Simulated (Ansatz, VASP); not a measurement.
## SiC (Moissanite 3C): VASP beside Ansatz

One calculation is typed for both programs; each brings its own data sets. How far apart do they land? The cell is taken from a series of runs on this material, whose earlier steps may have relaxed, scaled, displaced or heated it; both programs get it as it stands.

Program: Ansatz 0.2.0. Level of theory: plane waves, with VASP 6.6.1 beside it; LDA. Results are calculated unless marked as measured.

### 1. The starting structure

Symmetry: F-43m, No. 216, cubic system. The conventional cell has a = 4.329 Å, b = 4.329 Å, c = 4.329 Å, α = 90.00°, β = 90.00°, γ = 90.00°. Nearest to Si lie 4 C at 1.87 Å. C has 4 Si at 1.87 Å nearest. Farther neighbours are not listed.

### 2. VASP: zone-centre phonons, LDA

Second derivatives magnify differences that forces hide, and they need a tight electronic threshold.

Lines of VASP's logs that name or quote its potential files are left out, and so is its time.

Input file INCAR:

```
SYSTEM = SiC
PREC = Accurate
ENCUT = 600
EDIFF = 1E-08
NELM = 120
ISMEAR = 0
SIGMA = 0.01
LREAL = .FALSE.
ALGO = Normal
GGA = PW92
NBANDS = 10
LORBIT = 11
LWAVE = .FALSE.
LCHARG = .FALSE.
ISIF = 2
IBRION = 8
LEPSILON = .TRUE.
LASPH = .TRUE.
GGA_COMPAT = .FALSE.
EFERMI = MIDGAP
```

Input file POSCAR:

```
SiC
1.0
    0.0000000000      2.1644841273      2.1644841273
    2.1644841273      0.0000000000      2.1644841273
    2.1644841273      2.1644841273      0.0000000000
Si C
1 1
Direct
    0.0000000000      0.0000000000      0.0000000000
    0.2500000000      0.2500000000      0.2500000000
```

Input file KPOINTS:

```
Automatic mesh
0
Gamma
12 12 12
0 0 0
```

PAW data sets: Si and C (LDA family, release 64).

On the command line:

```console
$ mpirun -np 1 vasp_std
```

Numbers of over 12 decimals in the logs are rounded to 6 here.

Log:

```text
[banner, memory and clock lines left out]
running    1 mpi-ranks, on    1 nodes
 distrk:  each k-point on    1 cores,    1 groups
 distr:  one band on    1 cores,    1 groups

 POSCAR found type information on POSCAR SiC
 POSCAR found :  2 types and       2 ions
|                                                                             |
|               ----> ADVICE to this user running VASP <----                  |
|                                                                             |
|     You enforced a specific xc type in the INCAR file but a different       |
|     [... a line on the potential file left out ...]
|     I HOPE YOU KNOW WHAT YOU ARE DOING!                                     |
|                                                                             |

 LDA part: xc-table for (Slater(with rela. corr.)+PW92), standard interpolation
 POSCAR, INCAR and KPOINTS ok, starting setup
 FFT: planning ... GRIDC
 FFT: planning ... GRID_SOFT
 FFT: planning ... GRID
 WAVECAR not read
 entering main loop
       N       E                     dE             d eps       ncg     rms          rms(c)
DAV:   1     0.434925654965E+01    0.43493E+01   -0.43157E+03  1496   0.758E+02
DAV:   2    -0.180689917890E+02   -0.22418E+02   -0.21423E+02  1900   0.120E+02
DAV:   3    -0.187549737316E+02   -0.68598E+00   -0.68411E+00  1700   0.182E+01
DAV:   4    -0.187582058862E+02   -0.32322E-02   -0.32319E-02  1678   0.154E+00
DAV:   5    -0.187582206216E+02   -0.14735E-04   -0.14735E-04  1688   0.963E-02    0.928E+00
DAV:   6    -0.167519991056E+02    0.20062E+01   -0.75787E+00  1506   0.133E+01    0.408E+00
DAV:   7    -0.166763335737E+02    0.75666E-01   -0.39460E-01  1688   0.393E+00    0.182E+00
DAV:   8    -0.166557522917E+02    0.20581E-01   -0.27212E-02  1520   0.107E+00    0.178E-01
DAV:   9    -0.166553883177E+02    0.36397E-03   -0.18122E-03  1764   0.249E-01    0.950E-02
DAV:  10    -0.166554028309E+02   -0.14513E-04   -0.11234E-04  1536   0.711E-02    0.319E-02
DAV:  11    -0.166554032649E+02   -0.43406E-06   -0.30726E-06  1712   0.120E-02    0.134E-02
DAV:  12    -0.166554030411E+02    0.22385E-06   -0.67956E-07  1498   0.427E-03    0.599E-04
DAV:  13    -0.166554030404E+02    0.66120E-09   -0.29553E-08  1586   0.116E-03
   1 F= -.16655403E+02 E0= -.16655403E+02  d E =0.000000E+00
 Linear response reoptimize wavefunctions to high precision
DAV:   1    -0.166554030408E+02   -0.43769E-09   -0.41391E-10  1038   0.145E-04
DAV:   2    -0.166554030408E+02    0.11369E-12   -0.12731E-11   762   0.325E-05
 Linear response G [H, r] |phi>, progress :
  Direction:   1
       N       E                     dE             d eps       ncg     rms
RMM:   1    -0.409137137025E+02   -0.40914E+02   -0.49081E+01  3689   0.434E+01
RMM:   2    -0.323528732669E+02    0.85608E+01   -0.19201E+00  2313   0.113E+01
RMM:   3    -0.323963322301E+02   -0.43459E-01    0.15880E-03  2380   0.111E+00
RMM:   4    -0.323984373764E+02   -0.21051E-02    0.29453E-03  2504   0.127E-01
RMM:   5    -0.323987341545E+02   -0.29678E-03    0.28103E-04  2492   0.164E-02
RMM:   6    -0.323987667808E+02   -0.32626E-04   -0.39204E-05  2606   0.229E-03
RMM:   7    -0.323987696700E+02   -0.28892E-05   -0.67088E-05  2451   0.405E-04
RMM:   8    -0.323987703300E+02   -0.65999E-06   -0.70181E-05  2090   0.140E-04
RMM:   9    -0.323987697338E+02    0.59624E-06   -0.73192E-05  1812   0.113E-04
RMM:  10    -0.323987679863E+02    0.17475E-05   -0.11700E-04  1617   0.112E-04
RMM:  11    -0.323987673577E+02    0.62863E-06   -0.16859E-04  1352   0.114E-04
RMM:  12    -0.323987689435E+02   -0.15858E-05   -0.75038E-05  1028   0.114E-04
 Linear response G [H, r] |phi>, progress :
  Direction:   2
       N       E                     dE             d eps       ncg     rms
RMM:   1    -0.381163243473E+02   -0.38116E+02   -0.54085E+01  3703   0.409E+01
RMM:   2    -0.323609912357E+02    0.57553E+01   -0.11980E+00  2290   0.966E+00
RMM:   3    -0.324045651115E+02   -0.43574E-01    0.12748E-02  2370   0.911E-01
RMM:   4    -0.324068842783E+02   -0.23192E-02    0.31069E-03  2484   0.101E-01
RMM:   5    -0.324071754204E+02   -0.29114E-03    0.37434E-04  2485   0.130E-02
RMM:   6    -0.324072066500E+02   -0.31230E-04    0.65715E-05  2604   0.181E-03
RMM:   7    -0.324072096218E+02   -0.29719E-05    0.36461E-05  2391   0.333E-04
RMM:   8    -0.324072099897E+02   -0.36785E-06    0.30117E-05  2047   0.128E-04
RMM:   9    -0.324072091994E+02    0.79027E-06    0.48094E-06  1801   0.110E-04
RMM:  10    -0.324072070698E+02    0.21296E-05   -0.12477E-04  1627   0.110E-04
RMM:  11    -0.324072077377E+02   -0.66787E-06   -0.50091E-05  1377   0.110E-04
RMM:  12    -0.324072083045E+02   -0.56684E-06   -0.44761E-05   999   0.111E-04
 Linear response G [H, r] |phi>, progress :
  Direction:   3
       N       E                     dE             d eps       ncg     rms
RMM:   1    -0.256425680884E+02   -0.25643E+02    0.83205E+01  3518   0.421E+01
RMM:   2    -0.223324766268E+02    0.33101E+01   -0.22056E+00  2282   0.106E+01
RMM:   3    -0.223263702432E+02    0.61064E-02   -0.29455E-02  2330   0.109E+00
RMM:   4    -0.223258834510E+02    0.48679E-03   -0.34483E-04  2489   0.128E-01
RMM:   5    -0.223258830368E+02    0.41423E-06   -0.36386E-06  2449   0.174E-02
RMM:   6    -0.223258833276E+02   -0.29085E-06    0.55217E-07  2525   0.254E-03
[...]
change of polarisation eV/A/(eV/A) component  3 :     0.079    -0.067     0.378
 dielectric tensor                  component  3 :     0.706    -0.594     4.373
 Linear response to external field, progress :
  Direction:   1
       N       E                     dE             d eps       ncg     rms          rms(c)
RMM:   1    -0.342105316500E+00   -0.34211E+00   -0.13607E+00 12847   0.252E+00
RMM:   2    -0.350623278915E+00   -0.85180E-02   -0.26011E-03  8947   0.369E-01    0.862E-01
RMM:   3    -0.340902399432E+00    0.97209E-02   -0.49433E-03  8938   0.418E-01    0.500E-01
RMM:   4    -0.349695375606E+00   -0.87930E-02   -0.59729E-03  9007   0.462E-01    0.749E-02
RMM:   5    -0.351721298449E+00   -0.20259E-02   -0.13037E-04  9065   0.845E-02    0.933E-03
RMM:   6    -0.351805278940E+00   -0.83980E-04   -0.12550E-06  9436   0.845E-03    0.467E-03
RMM:   7    -0.351849179767E+00   -0.43901E-04   -0.80569E-08  9310   0.215E-03    0.286E-04
RMM:   8    -0.351852514186E+00   -0.33344E-05   -0.44818E-09  9922   0.411E-04    0.113E-04
RMM:   9    -0.351851709308E+00    0.80488E-06    0.10169E-11  8213   0.129E-04    0.188E-05
RMM:  10    -0.351851875072E+00   -0.16576E-06   -0.48926E-10  5386   0.315E-05    0.654E-06
 change of polarisation eV/A/(eV/A) component  1 :     0.665     0.171     0.101
 dielectric tensor                  component  1 :     6.934     1.525     0.905
 Linear response to external field, progress :
  Direction:   2
       N       E                     dE             d eps       ncg     rms          rms(c)
RMM:   1    -0.342105297105E+00   -0.34211E+00   -0.13607E+00 12846   0.252E+00
RMM:   2    -0.350623279505E+00   -0.85180E-02   -0.26009E-03  8947   0.369E-01    0.862E-01
RMM:   3    -0.340902246003E+00    0.97210E-02   -0.49437E-03  8938   0.418E-01    0.500E-01
RMM:   4    -0.349695253671E+00   -0.87930E-02   -0.59728E-03  9008   0.462E-01    0.749E-02
RMM:   5    -0.351721209206E+00   -0.20260E-02   -0.13035E-04  9067   0.845E-02    0.933E-03
RMM:   6    -0.351805250199E+00   -0.84041E-04   -0.12499E-06  9439   0.845E-03    0.468E-03
RMM:   7    -0.351849140267E+00   -0.43890E-04   -0.79926E-08  9325   0.215E-03    0.285E-04
RMM:   8    -0.351852487472E+00   -0.33472E-05   -0.37712E-09  9922   0.411E-04    0.112E-04
RMM:   9    -0.351851680802E+00    0.80667E-06   -0.95886E-11  8196   0.129E-04    0.201E-05
RMM:  10    -0.351851837598E+00   -0.15680E-06   -0.31444E-10  5429   0.301E-05    0.781E-06
 change of polarisation eV/A/(eV/A) component  2 :     0.124     0.665     0.129
 dielectric tensor                  component  2 :     1.103     6.934     1.154
 Linear response to external field, progress :
  Direction:   3
       N       E                     dE             d eps       ncg     rms          rms(c)
RMM:   1    -0.342105339847E+00   -0.34211E+00   -0.13607E+00 12847   0.252E+00
RMM:   2    -0.350623281233E+00   -0.85179E-02   -0.26010E-03  8947   0.369E-01    0.862E-01
RMM:   3    -0.340902250125E+00    0.97210E-02   -0.49437E-03  8938   0.418E-01    0.500E-01
RMM:   4    -0.349695252491E+00   -0.87930E-02   -0.59728E-03  9006   0.462E-01    0.749E-02
RMM:   5    -0.351721210533E+00   -0.20260E-02   -0.13034E-04  9066   0.845E-02    0.933E-03
RMM:   6    -0.351805253361E+00   -0.84043E-04   -0.12488E-06  9433   0.845E-03    0.468E-03
RMM:   7    -0.351849143318E+00   -0.43890E-04   -0.80026E-08  9309   0.215E-03    0.285E-04
RMM:   8    -0.351852490924E+00   -0.33476E-05   -0.36532E-09  9915   0.411E-04    0.112E-04
RMM:   9    -0.351851684782E+00    0.80614E-06    0.13279E-10  8200   0.129E-04    0.201E-05
RMM:  10    -0.351851841463E+00   -0.15668E-06   -0.56432E-10  5369   0.301E-05    0.781E-06
 change of polarisation eV/A/(eV/A) component  3 :     0.104     0.169     0.665
 dielectric tensor                  component  3 :     0.926     1.504     6.934
 Linear response DOF=           2
 Linear response progress:
  Degree of freedom:   1/  2
       N       E                     dE             d eps       ncg     rms          rms(c)
RMM:   1    -0.163965735448E-01   -0.16397E-01   -0.75153E-03 13200   0.873E-01
RMM:   2    -0.143899992116E-01    0.20066E-02   -0.77052E-04  8620   0.192E-01    0.132E-01
RMM:   3    -0.142704955047E-01    0.11950E-03    0.22230E-05  8768   0.479E-02    0.753E-02
RMM:   4    -0.143426099229E-01   -0.72114E-04    0.21584E-05  8856   0.470E-02    0.880E-03
RMM:   5    -0.143403669436E-01    0.22430E-05   -0.48539E-06  8981   0.781E-03    0.131E-03
RMM:   6    -0.143377387497E-01    0.26282E-05    0.54739E-07  9162   0.759E-04    0.635E-04
RMM:   7    -0.143363651015E-01    0.13736E-05    0.68891E-07  9157   0.243E-04    0.779E-05
RMM:   8    -0.143365056603E-01   -0.14056E-06    0.43761E-08  9528   0.421E-05    0.195E-05
RMM:   9    -0.143365295311E-01   -0.23871E-07    0.46629E-08  9515   0.146E-05    0.325E-06
RMM:  10    -0.143365264126E-01    0.31184E-08    0.76124E-09  8909   0.491E-06    0.969E-07
 first order change of Fermi-energy  -0.15938E+01
 force on displaced ion       1 direction 1 : -19.668  -0.000  -0.000
 Born effective charge ion    1 direction 1 :   2.715   0.000   0.000
 Linear response progress:
  Degree of freedom:   2/  2
       N       E                     dE             d eps       ncg     rms          rms(c)
RMM:   1    -0.126844624886E+00   -0.12684E+00    0.54510E-02 12258   0.209E+00
RMM:   2    -0.123668379934E+00    0.31762E-02   -0.23648E-03  8554   0.409E-01    0.209E-01
RMM:   3    -0.123697490861E+00   -0.29111E-04   -0.76690E-04  8421   0.176E-01    0.103E-01
RMM:   4    -0.124760098742E+00   -0.10626E-02   -0.59587E-04  8509   0.147E-01    0.187E-02
RMM:   5    -0.124741128549E+00    0.18970E-04   -0.51735E-06  8957   0.215E-02    0.181E-03
RMM:   6    -0.124749540569E+00   -0.84120E-05    0.31817E-08  9247   0.243E-03    0.887E-04
RMM:   7    -0.124745118655E+00    0.44219E-05    0.14228E-07  9201   0.493E-04    0.990E-05
RMM:   8    -0.124745867682E+00   -0.74903E-06   -0.98955E-09  9251   0.106E-04    0.290E-05
RMM:   9    -0.124745791109E+00    0.76573E-07   -0.17877E-08  9760   0.285E-05    0.369E-06
RMM:  10    -0.124745810397E+00   -0.19288E-07   -0.90184E-09  9389   0.864E-06    0.189E-06
RMM:  11    -0.124745810423E+00   -0.26208E-10   -0.40872E-08  7420   0.608E-06    0.193E-07
 first order change of Fermi-energy   0.15941E+01
 force on displaced ion       2 direction 1 : -19.668  -0.000  -0.000
 Born effective charge ion    2 direction 1 :  -2.716   0.000   0.000
 Born effective charges drift removed
 Linear response finished
```

From OUTCAR (step 2):

```text
ion  position               nearest neighbor table
   1  0.000  0.000  0.000-   2 1.87   2 1.87   2 1.87   2 1.87
   2  0.250  0.250  0.250-   1 1.87   1 1.87   1 1.87   1 1.87

  LATTYP: Found a face centered cubic cell.
 ALAT       =     4.3289682546

 Subroutine GETGRP returns: Found 24 space group operations
 (whereof 24 operations were pure point group operations)

The static configuration has the point symmetry T_d .

 Found     72 irreducible k-points:

   k-points           NKPTS =     72   k-points in BZ     NKDIM =     72   number of bands    NBANDS=     10

   dimension x,y,z NGX =    24 NGY =   24 NGZ =   24
   dimension x,y,z NGXF=    48 NGYF=   48 NGZF=   48

   ENCUT  =  600.0 eV  44.10 Ry    6.64 a.u.   6.11  6.11  6.11*2*pi/ulx,y,z

   NELECT =       8.0000    total number of electrons

 k-points in reciprocal lattice and weights: Automatic mesh
   0.00000000  0.00000000  0.00000000       0.001
   0.08333333  0.00000000  0.00000000       0.005
   0.16666667  0.00000000  0.00000000       0.005
   0.25000000  0.00000000  0.00000000       0.005
   0.33333333  0.00000000  0.00000000       0.005
   0.41666667  0.00000000  0.00000000       0.005
   0.50000000  0.00000000  0.00000000       0.002
   0.08333333  0.08333333  0.00000000       0.003
   0.16666667  0.08333333  0.00000000       0.014
[...]
-0.33333333  0.50000000  0.16666667       0.007
  -0.25000000  0.50000000  0.25000000       0.003

 average (electrostatic) potential at core
       1 -81.6647       2 -48.7504

  Total       -0.0035792     -0.0035792     -0.0035792     -0.0000000      0.0000000     -0.0000000
  in kB       -0.2827486     -0.2827486     -0.2827486     -0.0000000      0.0000000     -0.0000000
  external PRESSURE =      -0.2827486 kB  Pullay stress =       0.0000000 kB

  energy-cutoff  :      600.00
  volume of cell :       20.28
      direct lattice vectors                 reciprocal lattice vectors
     0.000000000  2.164484127  2.164484127    -0.231001925  0.231001925  0.231001925
     2.164484127  0.000000000  2.164484127     0.231001925 -0.231001925  0.231001925
     2.164484127  2.164484127  0.000000000     0.231001925  0.231001925 -0.231001925

 POSITION                                       TOTAL-FORCE (eV/Angst)
 -----------------------------------------------------------------------------------
      0.00000      0.00000      0.00000        -0.000000     -0.000000     -0.000000
      1.08224      1.08224      1.08224         0.000000      0.000000      0.000000
 -----------------------------------------------------------------------------------
    total drift:                                0.000000      0.000000      0.000000

 MACROSCOPIC STATIC DIELECTRIC TENSOR (including local field effects in DFT)
 ------------------------------------------------------
           6.934281     0.000000    -0.000000
           0.000000     6.934281     0.000000
           0.000000    -0.000000     6.934281
 ------------------------------------------------------

 PIEZOELECTRIC TENSOR (including local field effects)  for field in x, y, z        (C/m^2)
          XX          YY          ZZ          XY          YZ          ZX
  --------------------------------------------------------------------------------
  x    -0.00000    -0.00000    -0.00000     0.00000    -0.98590     0.00000
  y     0.00000    -0.00000     0.00000     0.00000     0.00000    -0.98590
  z     0.00000    -0.00000     0.00000    -0.98590     0.00000     0.00000

 BORN EFFECTIVE CHARGES (including local field effects) (in |e|, cummulative output)
 ---------------------------------------------------------------------------------
 ion    1
    1     2.71500     0.00000    -0.00000
    2     0.00000     2.71500     0.00000
    3     0.00000     0.00000     2.71500
 ion    2
    1    -2.71500    -0.00000     0.00000
    2     0.00000    -2.71500    -0.00000
    3     0.00000    -0.00000    -2.71500

 Eigenvectors and eigenvalues of the dynamical matrix
 ----------------------------------------------------

   1 f  =   23.903151 THz   150.187926 2PiTHz  797.323289 cm-1    98.855444 meV
             X         Y         Z           dx          dy          dz
      0.000000  0.000000  0.000000    -0.547314   -0.000000    0.000000
      1.082242  1.082242  1.082242     0.836927   -0.000000    0.000000

   2 f  =   23.903151 THz   150.187926 2PiTHz  797.323289 cm-1    98.855444 meV
             X         Y         Z           dx          dy          dz
      0.000000  0.000000  0.000000     0.000000    0.547314    0.000000
      1.082242  1.082242  1.082242    -0.000000   -0.836927    0.000000

   3 f  =   23.903151 THz   150.187926 2PiTHz  797.323289 cm-1    98.855444 meV
             X         Y         Z           dx          dy          dz
      0.000000  0.000000  0.000000     0.000000    0.000000   -0.547314
      1.082242  1.082242  1.082242     0.000000    0.000000    0.836927

   4 f/i=    0.000088 THz     0.000553 2PiTHz    0.002934 cm-1     0.000364 meV
             X         Y         Z           dx          dy          dz
      0.000000  0.000000  0.000000    -0.834407   -0.064904    0.000000
      1.082242  1.082242  1.082242    -0.545666   -0.042444    0.000000

   5 f/i=    0.000088 THz     0.000553 2PiTHz    0.002934 cm-1     0.000364 meV
             X         Y         Z           dx          dy          dz
      0.000000  0.000000  0.000000     0.000000    0.000000    0.836927
      1.082242  1.082242  1.082242     0.000000    0.000000    0.547314

   6 f/i=    0.000088 THz     0.000553 2PiTHz    0.002934 cm-1     0.000364 meV
             X         Y         Z           dx          dy          dz
      0.000000  0.000000  0.000000    -0.064904    0.834407    0.000000
      1.082242  1.082242  1.082242    -0.042444    0.545666    0.000000

 MACROSCOPIC STATIC DIELECTRIC TENSOR IONIC CONTRIBUTION
 ------------------------------------------------------
           3.343882     0.000000    -0.000000
           0.000000     3.343882     0.000000
          -0.000000     0.000000     3.343882
 ------------------------------------------------------

 ELASTIC MODULI CONTR FROM IONIC RELAXATION (kBar)
 Direction    XX          YY          ZZ          XY          YZ          ZX
 --------------------------------------------------------------------------------
 XX          -0.0000      0.0000      0.0000     -0.0000      0.0000      0.0000
 YY           0.0000     -0.0000     -0.0000     -0.0000     -0.0000     -0.0000
 ZZ           0.0000     -0.0000     -0.0000     -0.0000     -0.0000      0.0000
 XY          -0.0000     -0.0000     -0.0000   -275.1705      0.0000      0.0000
 YZ           0.0000     -0.0000     -0.0000      0.0000   -275.1705      0.0000
 ZX           0.0000     -0.0000      0.0000      0.0000      0.0000   -275.1705
 --------------------------------------------------------------------------------

 PIEZOELECTRIC TENSOR IONIC CONTR  for field in x, y, z        (C/m^2)
          XX          YY          ZZ          XY          YZ          ZX
  --------------------------------------------------------------------------------
  x    -0.00000     0.00000     0.00000    -0.00000     0.90261     0.00000
  y    -0.00000     0.00000    -0.00000     0.00000     0.00000     0.90261
  z     0.00000     0.00000     0.00000     0.90261     0.00000     0.00000
```

Energies printed during the response cycles are not total energies of the cell.

(Part 1 of 2 ends here.)

[Lines on the potential files, build, host, timing and source positions are cut from VASP's logs without a mark.]

[Logs are printed without paths, hosts, clocks, repeated set-up lines and the standing remarks that a program may print on its own settings, such as how far it seeks lower states.]

[Hosts, paths, dates, database ids (printed as entryN), source tags and the programs' standing remarks are cut or masked in the printed files.]
